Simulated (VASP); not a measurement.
AlGaAs$_{2}$ (space group R3m): the band gap from VASP (plane waves, PAW) at several levels of theory. Gaps are without spin-orbit coupling. Each level names its cell: its own relaxed one, PBE's, or the starting one. A gap is the smallest over the k-mesh and a band path; hybrids may have named points in place of the path, and GW has the mesh alone. mBJ is a potential without an energy functional, so only the levels count.

```json
[
 {"level": "PBEsol (own cell)", "band gap (eV)": "0.82"},
 {"level": "mBJ (TB09) (PBE cell)", "band gap (eV)": "1.64"}
]
```

The cell of the PBEsol (own cell) run:

```cif
data_AlAs2Ga
_chemical_formula_sum 'Al1 Ga1 As2'
_space_group_name_H-M_alt 'P 1'
_space_group_IT_number 1
_cell_length_a 6.93812
_cell_length_b 6.93812
_cell_length_c 6.93812
_cell_angle_alpha 33.607
_cell_angle_beta 33.607
_cell_angle_gamma 33.607
loop_
_space_group_symop_operation_xyz
  'x, y, z'
loop_
_atom_site_label
_atom_site_type_symbol
_atom_site_fract_x
_atom_site_fract_y
_atom_site_fract_z
_atom_site_occupancy
Al1 Al 0.99972 0.99972 0.99972 1
Ga1 Ga 0.50014 0.50014 0.50014 1
As1 As 0.12501 0.12501 0.12501 1
As2 As 0.62514 0.62514 0.62514 1
```

Only levels that ran to the end are used. Left out are those held back, those with too coarse a band path, GW runs whose mesh misses a band edge, hybrids' fits of cells that aren't cubic and levels without matching references; a question may draw on a part of the rest.

The structure comes from a computed database's AlGaAs2 entry (R3m); how it stands against other phases isn't given here.
